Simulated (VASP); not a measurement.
Given:

```yaml
crystal:
  lattice:
    - [0.00000, 2.48557, 2.48557]
    - [2.48557, 0.00000, 2.48557]
    - [2.48557, 2.48557, 0.00000]
  atoms:
    - { symbol: Pb, position: [0.00000, 0.00000, 0.00000] }
```

These are TPSS meta-GGA, VASP's PBE PAW potentials (set 64) (plane waves; VASP 6.6.1) values and carry that method's errors. Numerical set-up: 520 eV cut-off, 13×13×13 Γ-centred mesh, first-order Methfessel-Paxton smearing of 0.10 eV, potentials Pb_d.

Unless said otherwise, spin-orbit coupling is left out, though it shifts the bands of the heavy elements here.

**Question.** What does the run give for the energy per atom (σ→0), band gap (on the k-mesh) with the smallest direct gap where there is one?

**Answer.** 
| Quantity | Result |
|---|---|
| band gap (on the k-mesh) | none (metal, semimetal or under 0.01 eV) |
| energy per atom (σ→0) | -289.4 kJ/mol of atoms |

Only differences to runs with the same potentials and settings are physical.

The compound is Pb in the fcc structure. It was relaxed first.
